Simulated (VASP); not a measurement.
These are PBEsol GGA, VASP's PBE PAW potentials (set 64) (plane waves; VASP) values and carry that method's errors.

The input files of a VASP run:

### INCAR
```
! general
SYSTEM=SiO2
PREC  =Accurate
ENCUT =400
LREAL =.False.   ! projection in real space or not
LASPH =.True.   ! aspherical one-centre terms

! electronic loop
EDIFF =1E-6   ! SCF stop (eV)
NELM  =100
ALGO  =Normal

! smearing
ISMEAR=0
SIGMA =0.01

! functional
GGA   =PS

! ions
ISIF  =2

! output
LWAVE =.False.
LCHARG=.False.
```

### POSCAR
```
SiO2
1
    4.7242340000     0.0000000000     0.0000000000
   -2.3621170000     4.0913070000     0.0000000000
    0.0000000000     0.0000000000     5.2191560000
Si O
3 6
Direct
  0.0000000000   0.4688000000   0.3333330000
  0.5312000000   0.5312000000   0.0000000000
  0.4688000000   0.0000000000   0.6666670000
  0.1445400000   0.7314400000   0.5478200000
  0.2685600000   0.4131000000   0.2144870000
  0.5869000000   0.8554600000   0.8811530000
  0.7314400000   0.1445400000   0.4521800000
  0.4131000000   0.2685600000   0.7855130000
  0.8554600000   0.5869000000   0.1188470000
```

**KPOINTS**
```
Automatic mesh
0
Gamma
  6 6 5
```

POTCAR, in this order: Si O (PBE.64 set). Program: vasp_std.

The run wrote:

File OSZICAR:
```
       N       E                     dE             d eps       ncg     rms          rms(c)
DAV:   1     0.274302643769E+03    0.27430E+03   -0.23165E+04  1582   0.127E+03
DAV:   2    -0.667916469901E+02   -0.34109E+03   -0.33267E+03  2036   0.325E+02
DAV:   3    -0.822771744578E+02   -0.15486E+02   -0.15450E+02  1836   0.790E+01
DAV:   4    -0.824466007812E+02   -0.16943E+00   -0.16924E+00  1844   0.900E+00
DAV:   5    -0.824495880509E+02   -0.29873E-02   -0.29865E-02  1806   0.116E+00    0.290E+01
DAV:   6    -0.729817777554E+02    0.94678E+01   -0.36481E+01  1781   0.344E+01    0.141E+01
DAV:   7    -0.727663380884E+02    0.21544E+00   -0.12514E+00  1918   0.587E+00    0.522E+00
DAV:   8    -0.727183415898E+02    0.47996E-01   -0.94348E-02  1816   0.227E+00    0.145E+00
DAV:   9    -0.727214392366E+02   -0.30976E-02   -0.20282E-02  1821   0.100E+00    0.306E-01
DAV:  10    -0.727228696882E+02   -0.14305E-02   -0.21366E-03  1806   0.297E-01    0.745E-02
DAV:  11    -0.727229130068E+02   -0.43319E-04   -0.28663E-04  1836   0.109E-01    0.272E-02
DAV:  12    -0.727229361475E+02   -0.23141E-04   -0.25511E-05  1806   0.322E-02    0.449E-03
DAV:  13    -0.727229412741E+02   -0.51266E-05   -0.52652E-06  1743   0.143E-02    0.671E-03
DAV:  14    -0.727229415679E+02   -0.29373E-06   -0.32723E-07  1173   0.365E-03
   1 F= -.72722942E+02 E0= -.72722942E+02  d E =-.655767E-60
```

OUTCAR:
```
------------------------ aborting loop because EDIFF is reached ----------------------------------------
  FORCE on cell =-STRESS in cart. coord.  units (eV):
  Direction    XX          YY          ZZ          XY          YZ          ZX
  --------------------------------------------------------------------------------------
  Total       17.6703223     17.6703253     17.9624791     -0.0000000      0.0000000      0.0000000
  in kB      280.6475828    280.6476298    285.2877415     -0.0000000      0.0000000      0.0000000
  external PRESSURE =     282.1943180 kB  Pullay stress =       0.0000000 kB
  volume of cell :      100.88
      direct lattice vectors                 reciprocal lattice vectors
     4.724234000  0.000000000  0.000000000     0.211674528  0.122210335  0.000000000
    -2.362117000  4.091307000  0.000000000     0.000000000  0.244420670  0.000000000
     0.000000000  0.000000000  5.219156000     0.000000000  0.000000000  0.191601861
 POSITION                                       TOTAL-FORCE (eV/Angst)
 -----------------------------------------------------------------------------------
     -1.10736      1.91800      1.73972         0.013129     -0.022740      0.000000
      1.25476      2.17330      0.00000         0.013129      0.022740      0.000000
      2.21472      0.00000      3.47944        -0.026258      0.000000      0.000000
     -1.04491      2.99255      2.85916        -1.584103     -0.119173      0.892309
      0.29295      1.69012      1.11944         0.895258     -1.312287      0.892309
      0.75196      3.49995      4.59887         0.688844      1.431460      0.892309
      3.11407      0.59136      2.36000         0.688844     -1.431460     -0.892309
      1.31721      1.09876      4.09971        -1.584103      0.119173     -0.892309
      2.65507      2.40119      0.62028         0.895258      1.312287     -0.892309
 -----------------------------------------------------------------------------------
    total drift:                               -0.001518     -0.001799      0.000001
  FREE ENERGIE OF THE ION-ELECTRON SYSTEM (eV)
  ---------------------------------------------------
  free  energy   TOTEN  =       -72.7229415679 eV

  energy  without entropy=      -72.7229415679  energy(sigma->0) =      -72.72294157
```
(Selected blocks of OUTCAR.)

At this cut-off the stress carries a Pulay error, which pulls relaxed volumes low.

The structure comes from a computed database's SiO2 entry; how it stands against other phases isn't given here. The cell was not relaxed at this level, and its volume differs by -8.7 % from the start's.
